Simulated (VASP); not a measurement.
An input for Quantum ESPRESSO's pw.x (written as the equivalent of a VASP run, and not itself run):

```
&CONTROL
  calculation = 'scf'
  pseudo_dir = './pseudo'
  outdir = './out'
  tprnfor = .true.
  tstress = .true.
/
&SYSTEM
  ibrav = 0
  nat = 2
  ntyp = 2
  ecutwfc = 82
  occupations = 'smearing'
  smearing = 'methfessel-paxton'
  degauss = 0.00735
  input_dft = 'vdw-df-obk8'
/
&ELECTRONS
  conv_thr = 7.3e-09
  electron_maxstep = 100
/
ATOMIC_SPECIES
  Nb 92.906 Nb.upf
  C 12.011 C.upf
CELL_PARAMETERS angstrom
     0.0000000    2.2674173    2.2674173
     2.2674173    0.0000000    2.2674173
     2.2674173    2.2674173    0.0000000
ATOMIC_POSITIONS crystal
  Nb   0.0000000  0.0000000  0.0000000
  C    0.5000000  0.5000000  0.5000000
K_POINTS automatic
  14 14 14 0 0 0
```

Task: Translate this input to VASP (INCAR, KPOINTS, POSCAR, choice of POTCAR).

Result: Several could match; the one computed here: 
**INCAR**
```
SYSTEM = NbC
PREC = Accurate
ENCUT = 520
EDIFF = 1E-7
NELM = 100
ALGO = Normal
LREAL = .FALSE.
LASPH = .TRUE.
ISMEAR = 1
SIGMA = 0.1
GGA = BO
PARAM1 = 0.1833333333
PARAM2 = 0.22
LUSE_VDW = .TRUE.
AGGAC = 0.0
LMAXMIX = 4
LWAVE = .FALSE.
LCHARG = .FALSE.
ISIF = 2
```

File POSCAR:
```
NbC
3.2066120
  0.0000000000   0.7071068435   0.7071068435
  0.7071068435   0.0000000000   0.7071068435
  0.7071068435   0.7071068435   0.0000000000
Nb C
1 1
Cart
  0.0000000000   0.0000000000   0.0000000000
  0.7071068435   0.7071068435   0.7071068435
```

File KPOINTS:
```
Automatic mesh
0
G
  14 14 14
```

POTCAR, in this order: Nb_sv C (PBE.64 set). Program: vasp_std.

The two are equivalent in intent, not identical: the potentials are each code's own (VASP's PAW set, PseudoDojo norm-conserving files in pw.x), so ENCUT and ecutwfc are chosen apart and not converted; conv_thr bounds pw.x's estimated SCF error, while EDIFF bounds the energy change between steps.

The compound is NbC in the rock salt structure. This cell is one point of a volume scan, at 1.03 of the reference volume.
